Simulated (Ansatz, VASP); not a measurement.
# SiC (Moissanite 3C) in two plane-wave programs, part 2 of 3

Aim: how closely do two programs agree when they are given the same cell, functional and k mesh? The cell is taken from a series of runs on this material, whose earlier steps may have relaxed, scaled, displaced or heated it; both programs get it as it stands.

VASP 6.6.1 and Ansatz 0.2.0.

So far: Set-up; VASP: zone-centre phonons, PBE, pair 1.

## (3) Ansatz: zone-centre phonons, PBE, pair 1

Level of this step: Ansatz beside VASP: Kohn-Sham DFT, plane waves, PBE (Ansatz).

Ansatz runs on its PAW soft_1 files.

The same cell, functional and mesh now go to Ansatz, which takes its cutoff from its data sets.

input.yaml

```yaml
crystal:
  lattice:
    - [0.0, 2.2043591585, 2.2043591585]
    - [2.2043591585, 0.0, 2.2043591585]
    - [2.2043591585, 2.2043591585, 0.0]
  atoms:
    - { symbol: C, position: [0.75, 0.75, 0.75] }
    - { symbol: Si, position: [0.0, 0.0, 0.0] }
kpoints:
  mp_grid: { grid: [12, 12, 12] }
hamiltonian:
  xc: pbe
  pseudopotentials: { kind: paw, azcp: { folder: soft_1 } }
scf:
  occupations: { method: fixed }
output:
  eigenvalues: true
phonons:
  method: dfpt
  dielectric: true
  rigid_motions: translations
```

Command:

```sh
$ ansatz run input.yaml --threads 4 --pin off --max-ram 10240MiB --backend cpu --events-out ev --progress --plain --runs-dir out
```

Numbers of over 12 decimals in the logs are rounded to 6 here.

What it wrote:

```text
Engine: ansatz 0.2.0, x86_64-unknown-linux-gnu
Pseudopotentials: kind: paw
Pseudopotential: C, paw, valence charge 4, recommended cutoff 420 eV (normal), soft_1/C.paw.azcp
Pseudopotential: Si, paw, valence charge 4, recommended cutoff 420 eV (normal), soft_1/Si.paw.azcp
Functional definition: PBE
  parameter kappa = 0.804
  parameter beta = 0.066725
  exchange = pbe_x(kappa = kappa, mu = beta*pi^2/3)
  correlation = pbe_c(beta = beta)
Crystal: 2 atoms, lattice volume = 21.423 Å³
Basis set: ecut = 420 eV, 411 PW (Γ), exchange–correlation on 48×48×48 points (8 copies of the dense FFT grid, shifted against one another)
Bands: 8, of which v1, the nominal top of the filled ones, is band 4 counted from 1 (3 counted from 0)
Symmetry: 24 space group operations
k-points: 280 of 1728 (irreducible under 4 space group operations, time reversal used)
Non-local potential: C, projectors of the file, l = 0: 2, l = 1: 2, l = 2: 1
Non-local potential: Si, projectors of the file, l = 0: 2, l = 1: 2, l = 2: 1
PAW form: soft (Blöchl's): semilocal exchange-correlation on the pseudo side does not see the compensation charge
PAW one-centre angular grid: C, 110 points (default); XC on 64 Gauss nodes
PAW one-centre angular grid: Si, 110 points (default); XC on 64 Gauss nodes
Initial density: superposition of atomic densities (chi_scale 0.1, normalization cell, long waves kept (reshape's long-wave potential 0.00 eV rms))
Initial wavefunctions: pseudopotential atomic-orbital guess
Functional: x = pbe(κ = 0.804, μ = 0.219515), c = pbe(β = 0.066725)
SCF iter   1: F=—  HF=-888.560932 eV  |F-HF|=—  |Δ(HF+E_count)|=         —  Δρ=1.32e-1  dr2=4.63e0  ethr=3.10e-3  ⟨swp⟩=4.5  Hψ=15573  notcnv=0  defer=330
preconditioner: auto → none  [insulator: Δε(μ)=3.225 eV  Ē_g=14.388 eV  n_scr=0 (ndim 8)  ℏωp=22.7 eV  f_vac=0.000  ε∞_Penn≈3.5]
SCF iter   2: F=—  HF=-887.244504 eV  |F-HF|=—  |Δ(HF+E_count)|=    1.32e0  Δρ=5.00e-2  dr2=3.49e-1  ethr=3.10e-3  ⟨swp⟩=3.0  Hψ=7178  notcnv=0  defer=541
SCF iter   3: F=—  HF=-887.159420 eV  |F-HF|=—  |Δ(HF+E_count)|=   8.51e-2  Δρ=1.96e-2  dr2=4.35e-2  ethr=3.10e-3  ⟨swp⟩=2.2  Hψ=4079  notcnv=0  defer=526
SCF iter   4: F=—  HF=-887.157421 eV  |F-HF|=—  |Δ(HF+E_count)|=   2.00e-3  Δρ=1.28e-3  dr2=2.50e-4  ethr=5.44e-4  ⟨swp⟩=2.0  Hψ=2812  notcnv=0  defer=548
SCF iter   5: F=—  HF=-887.157549 eV  |F-HF|=—  |Δ(HF+E_count)|=   1.28e-4  Δρ=2.42e-4  dr2=4.21e-6  ethr=3.12e-6  ⟨swp⟩=2.4  Hψ=3850  notcnv=0  defer=548
SCF iter   6: F=—  HF=-887.157556 eV  |F-HF|=—  |Δ(HF+E_count)|=   6.87e-6  Δρ=7.81e-5  dr2=6.51e-7  ethr=5.26e-8  ⟨swp⟩=2.0  Hψ=3360  notcnv=0  defer=21
SCF iter   7: F=—  HF=-887.157556 eV  |F-HF|=—  |Δ(HF+E_count)|=   8.91e-9  Δρ=1.32e-5  dr2=1.86e-8  ethr=8.14e-9  ⟨swp⟩=2.0  Hψ=3102  notcnv=0
SCF iter   8: F=—  HF=-887.157556 eV  |F-HF|=—  |Δ(HF+E_count)|=   4.02e-9  Δρ=9.82e-7  dr2=1.07e-10  ethr=2.32e-10  ⟨swp⟩=2.1  Hψ=3317  notcnv=0
SCF iter   9: F=-887.157556 eV  HF=-887.157556 eV  |F-HF|=0.00e0  |Δ(HF+E_count)|=  1.49e-11  Δρ=2.73e-8  dr2=9.85e-14  ethr=1.25e-12  ⟨swp⟩=7.4  Hψ=14046  notcnv=0
SCF 1 converged in 9 iterations: F = -887.157556 eV  dr2 = 9.85e-14
  greatest PAW one-centre occupation: 0.643 electrons in one spin orbital (limit 2), on the C atom at site 0 (counted from 0), in its partial waves of l = 0
NSCF: frozen V_eff on 1 k-points
DFPT response loops at Γ: preconditioner auto → none (the input reference at scf.mixing.eps_inf says where Resta's filter doesn't serve); β = 0.50; Broyden in place of MSR1
── the response to a field inside a basis, on 12×12×12 k-points: an SCF that follows is theirs, and a resumed run solves both again ──
Bands: 5, of which v1, the nominal top of the filled ones, is band 4 counted from 1 (3 counted from 0)
k-points: 182 of 1728 (irreducible under 6 space group operations, time reversal used)
Initial density: handed on by an earlier stage of this run
Initial wavefunctions: pseudopotential atomic-orbital guess (no wavefunctions were taken with the density)
Eigensolver: Dense (182 Hₖ)
SCF iter   1: F=—  HF=-887.157912 eV  |F-HF|=—  |Δ(HF+E_count)|=         —  Δρ=1.74e-4  dr2=8.74e-7  ethr=1.00e-1
preconditioner: auto → none  [insulator: Δε(μ)=1.546 eV  Ē_g=10.494 eV  n_scr=0 (ndim 8)  ℏωp=22.7 eV  f_vac=0.000  ε∞_Penn≈5.7]
SCF iter   2: F=—  HF=-887.157914 eV  |F-HF|=—  |Δ(HF+E_count)|=   2.11e-6  Δρ=8.85e-5  dr2=2.35e-7  ethr=1.09e-8
SCF iter   3: F=-887.157915 eV  HF=-887.157915 eV  |F-HF|=3.86e-8  |Δ(HF+E_count)|=   7.75e-7  Δρ=1.93e-5  dr2=6.45e-8  ethr=2.94e-9
SCF 1 converged in 3 iterations: F = -887.157915 eV  dr2 = 6.45e-8
DFPT response loops at Γ: mixed as the last ones told, above
SCF converged after 9 iterations
Free energy (F): -887.157556 eV
Harris-Foulkes:  -887.157556 eV  (|F-HF|=0.00e0)
Internal energy: -887.157556 eV  (E = F + TS)
E sigma→0 (E₀):  -887.157556 eV
Fermi energy:    9.049358 eV
--- Per-component energies (eV) ---
  E_band       = 25.943050
  E_kinetic    = 131.524405
  E_local      = -97.636219  (includes V_loc(G=0)·N_el)
  E_nonlocal   = 44.820052
  E_hartree    = 32.178485
  E_xc         = -105.050112
  E_vxc        = -107.891787  (∫ρ·V_xc dr)
  E_paw        = -611.486623  (= ΣΔE_a)
  E_vpaw       = -9.230423  (= ΣTr[D̂ρ^β])
  E_aug_tail   = 0.000055  (compensation charges beyond the density's cutoff)
  E_ewald      = -281.507600
  E_smearing   = -0.000000  (= −TS)
  E_closure    = 0.000000  (closes the sum)
  Σ components = -887.157556   (vs F -887.157556, Δ=0.00e0)
--- Band table (eV; the first three rows and the last of 280) ---
  k-point 0: bands = ["-6.0880", "9.0494", "9.0494", "9.0494", "14.8517", "16.1189", "16.1189", "16.1189"]
  k-point 1: bands = ["-5.9559", "8.3233", "8.9549", "8.9549", "15.1265", "16.2416", "16.2904", "16.2904"]
  k-point 2: bands = ["-5.5639", "6.6997", "8.7214", "8.7214", "15.0635", "16.6308", "16.6308", "17.0714"]
  k-point 279: bands = ["-1.0179", "2.0722", "4.2154", "4.4929", "14.2090", "18.1276", "18.1993", "18.6673"]
--- Phonons (Γ-DFPT): 2 representative perturbations + reference, on 280 of 1728 k-points (Σ response iterations 6) ---
  k mesh reduced under 4 symmetry operations, with k and −k counted as one. Each operation leaves every solved perturbation unchanged. A smaller set is not considered because the run solves the response to a homogeneous field
  ASR residual: 5.719e-6 → 0.000e0 eV/Å²; symmetrization residual: 2.667e-7 eV/Å²
  ASR residual per site (eV/Å²): 2.05e-6 5.72e-6
  Γ frequencies (cm⁻¹): 0.00 0.00 0.00 757.77 757.77 757.77
  ε∞ (high-frequency dielectric tensor):
        7.059596     0.000000    -0.000000
        0.000000     7.059596     0.000000
       -0.000000     0.000000     7.059596
  ε⁰ (static dielectric tensor: ions relaxed, cell fixed):
       10.492875    -0.000000    -0.000000
       -0.000000    10.492875    -0.000000
       -0.000000    -0.000000    10.492875
  ε⁰ − ε∞ (ionic part):
        3.433279    -0.000000    -0.000000
       -0.000000     3.433279    -0.000000
       -0.000000    -0.000000     3.433279
  softest optical mode at Γ: 757.77 cm⁻¹; the repairs (sum rule, projections) moved no ω² at Γ by more than (0.30 cm⁻¹)²
  Born effective charges Z* (e; rows j = field, columns β = displacement):
    site 0:
        -2.68719    0.00000    0.00000
         0.00000   -2.68719   -0.00000
        -0.00000   -0.00000   -2.68719
    site 1:
         2.68719   -0.00000   -0.00000
        -0.00000    2.68719    0.00000
         0.00000    0.00000    2.68719
  Z* charge neutrality: 6.910e-4 e pre-enforcement
  solved inside a basis spanned on kpoints, on 12×12×12 k-points, its susceptibility summed on 16×16×16: ε∞ is read to err by 2.0e-2, Z* by 9.2e-3 e (field_mesh: kpoints solves on kpoints); Z* is corrected for what the basis lacks
  optical modes at Γ without the LO–TO term, one row a degenerate level:
      ω (cm⁻¹)  modes    IR ((D/Å)²/amu)
        757.77      3            59.4054
  optical modes at Γ + LO–TO along q̂ = [1.0000, 0.0000, 0.0000]:
      ω (cm⁻¹)  modes    IR ((D/Å)²/amu)
        757.77      2            39.6036
        923.84      1            19.8018
  optical modes at Γ + LO–TO along q̂ = [0.0000, 1.0000, 0.0000]:
      ω (cm⁻¹)  modes    IR ((D/Å)²/amu)
        757.77      2            39.6036
        923.84      1            19.8018
  optical modes at Γ + LO–TO along q̂ = [0.0000, 0.0000, 1.0000]:
      ω (cm⁻¹)  modes    IR ((D/Å)²/amu)
        757.77      2            39.6036
        923.84      1            19.8018
```

## (4) Comparison

Known differences besides the potentials themselves: fixed occupations in Ansatz, narrow Gaussian smearing in VASP; VASP's response is taken on the typed mesh, Ansatz refines its own for the field response alone; the cutoff is 420 eV in Ansatz and 600 eV in VASP. Total energies have different zeros and are not compared.

Both answers:

```csv
quantity,Ansatz,VASP,difference
ε∞ xx,7.06,7.07,-0.15 %
ε∞ yy,7.06,7.07,-0.15 %
ε∞ zz,7.06,7.07,-0.15 %
Born charge of C1 (mean of the diagonal) (e),-2.69,-2.67,-0.02
Born charge of Si2 (mean of the diagonal) (e),2.69,2.67,+0.02
optical mode 1 to 3 (cm⁻¹),757.8,757.8,+0.00 %
```

Modes are paired by rising frequency, not by their patterns, so a pair may set unlike modes beside each other; they are those without the splitting of longitudinal modes.

## (5) VASP: zone-centre phonons, PBE, pair 2

Second derivatives magnify differences that forces hide, and they need a tight electronic threshold. The cell compared in this pair holds 21.84 Å³, against 21.42 Å³ for the pair before.

INCAR

```
SYSTEM = SiC
PREC = Accurate
ENCUT = 600
EDIFF = 1E-08
NELM = 120
ISMEAR = 0
SIGMA = 0.01
LREAL = .FALSE.
ALGO = Normal
GGA = PE
NBANDS = 10
LORBIT = 11
LWAVE = .FALSE.
LCHARG = .FALSE.
ISIF = 2
IBRION = 8
LEPSILON = .TRUE.
LASPH = .TRUE.
GGA_COMPAT = .FALSE.
EFERMI = MIDGAP
KPAR = 2
```

POSCAR

```
SiC
1.0
    0.0000000000      2.2186735801      2.2186735801
    2.2186735801      0.0000000000      2.2186735801
    2.2186735801      2.2186735801      0.0000000000
C Si
1 1
Direct
    0.7500000000      0.7500000000      0.7500000000
    0.0000000000      0.0000000000      0.0000000000
```

KPOINTS

```
Automatic mesh
0
Gamma
12 12 12
0 0 0
```

Potentials, in the order of the species: C and Si (PBE family, release 64).

Command:

```sh
$ mpirun -np 2 vasp_std
```

What it wrote:

```text
[... set-up lines as in an earlier step ...]
 entering main loop
       N       E                     dE             d eps       ncg     rms          rms(c)
DAV:   1     0.696355690565E+01    0.69636E+01   -0.43154E+03  1456   0.757E+02
DAV:   2    -0.159439253621E+02   -0.22907E+02   -0.21498E+02  1970   0.117E+02
DAV:   3    -0.167464045486E+02   -0.80248E+00   -0.80087E+00  1702   0.195E+01
DAV:   4    -0.167502192248E+02   -0.38147E-02   -0.38144E-02  1702   0.168E+00
[...]
DAV:  13    -0.150413053439E+02   -0.37469E-07   -0.96347E-08  1608   0.232E-03    0.110E-03
DAV:  14    -0.150413053207E+02    0.23170E-07   -0.62457E-09  1224   0.576E-04    0.307E-04
DAV:  15    -0.150413053228E+02   -0.20758E-08   -0.76615E-10   752   0.199E-04
   1 F= -.15041305E+02 E0= -.15041305E+02  d E =0.000000E+00
 Linear response reoptimize wavefunctions to high precision
DAV:   1    -0.150413053230E+02   -0.25886E-09   -0.45826E-11   842   0.597E-05
DAV:   2    -0.150413053230E+02    0.20236E-10   -0.40122E-12   744   0.169E-05
 Linear response G [H, r] |phi>, progress :
  Direction:   1
[...]
first order change of Fermi-energy  -0.15708E+01
 force on displaced ion       1 direction 1 : -17.008   0.000   0.000
 Born effective charge ion    1 direction 1 :  -2.655   0.000   0.000
 Linear response progress:
  Degree of freedom:   2/  2
       N       E                     dE             d eps       ncg     rms          rms(c)
RMM:   1    -0.158462712573E-01   -0.15846E-01   -0.44896E-03 13415   0.856E-01
RMM:   2    -0.138630482371E-01    0.19832E-02   -0.55553E-04  8617   0.194E-01    0.117E-01
RMM:   3    -0.137705322055E-01    0.92516E-04   -0.13636E-04  8781   0.455E-02    0.681E-02
RMM:   4    -0.137810503672E-01   -0.10518E-04   -0.16038E-04  8772   0.512E-02    0.800E-03
RMM:   5    -0.137464110778E-01    0.34639E-04   -0.15323E-05  9014   0.106E-02    0.174E-03
RMM:   6    -0.137408476803E-01    0.55634E-05   -0.23977E-06  9134   0.147E-03    0.696E-04
RMM:   7    -0.137390934567E-01    0.17542E-05   -0.62174E-07  9172   0.404E-04    0.888E-05
RMM:   8    -0.137390926368E-01    0.81989E-09    0.72375E-09  9339   0.968E-05    0.164E-05
 first order change of Fermi-energy   0.15712E+01
 force on displaced ion       2 direction 1 : -17.008   0.000   0.000
 Born effective charge ion    2 direction 1 :   2.653   0.000   0.000
 Born effective charges drift removed
 Linear response finished
```

OUTCAR, selected parts (step 5):

```text
  Total       -1.0737890     -1.0737890     -1.0737890      0.0000000      0.0000000     -0.0000000
  in kB      -78.7624663    -78.7624663    -78.7624663      0.0000000      0.0000000     -0.0000000
  external PRESSURE =     -78.7624663 kB  Pullay stress =       0.0000000 kB

 POSITION                                       TOTAL-FORCE (eV/Angst)
 -----------------------------------------------------------------------------------
      3.32801      3.32801      3.32801        -0.000000     -0.000000     -0.000000
      0.00000      0.00000      0.00000         0.000000      0.000000      0.000000
 -----------------------------------------------------------------------------------
    total drift:                                0.000000      0.000000      0.000000

 MACROSCOPIC STATIC DIELECTRIC TENSOR (including local field effects in DFT)
 ------------------------------------------------------
           7.131244     0.000000    -0.000000
           0.000000     7.131244    -0.000000
           0.000000     0.000000     7.131244
 ------------------------------------------------------

 MACROSCOPIC STATIC DIELECTRIC TENSOR IONIC CONTRIBUTION
 ------------------------------------------------------
           3.432761     0.000000     0.000000
           0.000000     3.432761     0.000000
           0.000000     0.000000     3.432761
 ------------------------------------------------------

[... 1 part as in an earlier step ...]

[... 1 further part left out ...]
```

## (6) Ansatz: zone-centre phonons, PBE, pair 2

The same cell, functional and mesh now go to Ansatz, which takes its cutoff from its data sets.

The cell is taken from a series of runs on this material, whose earlier steps may have relaxed, scaled, displaced or heated it; both programs get it as it stands.

input.yaml, the sections that differ from step 3:

```yaml
crystal:
  lattice:
    - [0.0, 2.2186735801, 2.2186735801]
    - [2.2186735801, 0.0, 2.2186735801]
    - [2.2186735801, 2.2186735801, 0.0]
  atoms:
    - { symbol: C, position: [0.75, 0.75, 0.75] }
    - { symbol: Si, position: [0.0, 0.0, 0.0] }
# kpoints, hamiltonian, scf, output, phonons: as in step 3
```

Command:

```sh
$ ansatz run input.yaml --threads 4 --pin off --max-ram 10240MiB --backend cpu --events-out ev --progress --plain --runs-dir out
```

What it wrote:

```text
[...]
Crystal: 2 atoms, lattice volume = 21.843 Å³
Basis set: ecut = 420 eV, 411 PW (Γ), exchange–correlation on 48×48×48 points (8 copies of the dense FFT grid, shifted against one another)
Bands: 8, of which v1, the nominal top of the filled ones, is band 4 counted from 1 (3 counted from 0)
Symmetry: 24 space group operations
k-points: 280 of 1728 (irreducible under 4 space group operations, time reversal used)
[...]
optical modes at Γ + LO–TO along q̂ = [1.0000, 0.0000, 0.0000]:
      ω (cm⁻¹)  modes    IR ((D/Å)²/amu)
[...]
optical modes at Γ + LO–TO along q̂ = [0.0000, 1.0000, 0.0000]:
      ω (cm⁻¹)  modes    IR ((D/Å)²/amu)
        741.33      2            39.1586
        904.45      1            19.5793
  optical modes at Γ + LO–TO along q̂ = [0.0000, 0.0000, 1.0000]:
      ω (cm⁻¹)  modes    IR ((D/Å)²/amu)
        741.33      2            39.1586
        904.45      1            19.5793
[key lines of the parts left out:]
SCF converged after 8 iterations
Free energy (F): -887.142022 eV
Fermi energy:    8.812436 eV
```

## (7) Side by side

Compared:

```csv
quantity,Ansatz,VASP,difference
ε∞ xx,7.12,7.13,-0.14 %
ε∞ yy,7.12,7.13,-0.14 %
ε∞ zz,7.12,7.13,-0.14 %
Born charge of C1 (mean of the diagonal) (e),-2.67,-2.65,-0.02
Born charge of Si2 (mean of the diagonal) (e),2.67,2.65,+0.02
optical mode 1 to 3 (cm⁻¹),741.3,741.4,-0.02 %
```

Modes are paired by rising frequency, not by their patterns, so a pair may set unlike modes beside each other; they are those without the splitting of longitudinal modes.

(Part 2 of 3 ends here.)

[Lines on the potential files, build, host, timing and source positions are cut from VASP's logs without a mark.]

[Logs are printed without paths, hosts, clocks, repeated set-up lines and the standing remarks that a program may print on its own settings, such as how far it seeks lower states.]

[Hosts, paths, dates, database ids (printed as entryN), source tags and the programs' standing remarks are cut or masked in the printed files.]
